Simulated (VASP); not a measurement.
Output of a VASP run:

OSZICAR:
```
       N       E                     dE             d eps       ncg     rms          rms(c)
DAV:   1     0.448714472832E+02    0.44871E+02   -0.68277E+03  2090   0.118E+03
DAV:   2    -0.152279585390E+02   -0.60099E+02   -0.55904E+02  2744   0.234E+02
DAV:   3    -0.184178088001E+02   -0.31899E+01   -0.31262E+01  2787   0.438E+01
DAV:   4    -0.184662380821E+02   -0.48429E-01   -0.48318E-01  2594   0.478E+00
DAV:   5    -0.184671914128E+02   -0.95333E-03   -0.95282E-03  2813   0.570E-01    0.257E+01
DAV:   6    -0.163409997186E+02    0.21262E+01   -0.19575E+01  2452   0.263E+01    0.238E+01
DAV:   7    -0.161264801899E+02    0.21452E+00   -0.15581E+00  2449   0.809E+00    0.165E+01
DAV:   8    -0.161271395295E+02   -0.65934E-03   -0.13378E-01  2422   0.390E+00    0.609E+00
DAV:   9    -0.161220860919E+02    0.50534E-02   -0.13204E-02  2550   0.105E+00    0.503E-01
DAV:  10    -0.161223751863E+02   -0.28909E-03   -0.70936E-04  2909   0.223E-01    0.414E-01
DAV:  11    -0.161223460877E+02    0.29099E-04   -0.19750E-04  2588   0.956E-02    0.163E-02
DAV:  12    -0.161223471278E+02   -0.10402E-05   -0.10329E-05  2682   0.283E-02    0.144E-02
DAV:  13    -0.161223469020E+02    0.22580E-06   -0.27808E-06  2316   0.111E-02
   1 F= -.16122347E+02 E0= -.16122399E+02  d E =0.157684E-03
```

File OUTCAR:
```
------------------------ aborting loop because EDIFF is reached ----------------------------------------
  FORCE on cell =-STRESS in cart. coord.  units (eV):
  Direction    XX          YY          ZZ          XY          YZ          ZX
  --------------------------------------------------------------------------------------
  Total       -1.1694080      0.6251626     -1.4925101      0.0000000      0.0000000      0.0000000
  in kB      -58.9591738     31.5194291    -75.2493243      0.0000000      0.0000000      0.0000000
  external PRESSURE =     -34.2296897 kB  Pullay stress =       0.0000000 kB
  volume of cell :       31.78
      direct lattice vectors                 reciprocal lattice vectors
     0.000000000  2.439624000  2.563272000    -0.196785160  0.204949615  0.195063185
     2.540842000  0.000000000  2.563272000     0.196785160 -0.204949615  0.195063185
     2.540842000  2.439624000  0.000000000     0.196785160  0.204949615 -0.195063185
 POSITION                                       TOTAL-FORCE (eV/Angst)
 -----------------------------------------------------------------------------------
      0.00000      0.00000      0.00000        -0.037415      0.000000      0.000000
      2.56680      2.43962      2.56327         0.037415      0.000000      0.000000
 -----------------------------------------------------------------------------------
    total drift:                                0.000097     -0.000000     -0.000000
  FREE ENERGIE OF THE ION-ELECTRON SYSTEM (eV)
  ---------------------------------------------------
  free  energy   TOTEN  =       -16.1223469020 eV

  energy  without entropy=      -16.1225045856  energy(sigma->0) =      -16.12239946
```
(Selected blocks of OUTCAR.)

POSCAR:
```
GdN
1
    0.0000000000     2.4396240000     2.5632720000
    2.5408420000     0.0000000000     2.5632720000
    2.5408420000     2.4396240000     0.0000000000
Gd N
1 1
Direct
  0.0000000000   0.0000000000   0.0000000000
  0.4948920000   0.5051080000   0.5051080000
```

### Question
Write an INCAR and KPOINTS that could have produced this output.

### Answer
This is not unique; one that fits is the input of the run itself, PBE GGA, plane waves, VASP's PBE PAW potentials (set 64).

**KPOINTS**
```
K-points
0
gamma
 8 8 8
0 0 0
```

INCAR:
```
SYSTEM = GdN
PREC = Accurate; ENCUT = 520; LREAL = .FALSE.
LASPH = .TRUE.
EDIFF = 1E-6; NELM = 100; ALGO = Normal
LMAXMIX = 6
ISMEAR = 1; SIGMA = 0.1
GGA = PE
ISIF = 2
LWAVE = .FALSE.; LCHARG = .FALSE.
```

POTCAR, in this order: Gd_3 N (PBE.64 set). Program: vasp_std.

The 4f electrons are frozen in the core of the lanthanide potential, so 4f levels, which can set the real gap, and their magnetism are missing.

The compound is GdN in the rock salt structure. The cell was not relaxed at this level, atoms are displaced from their ideal sites. The run is one of a series of settings (ISMEAR = 1, SIGMA = 0.1 against the base run), some of them coarse on purpose.
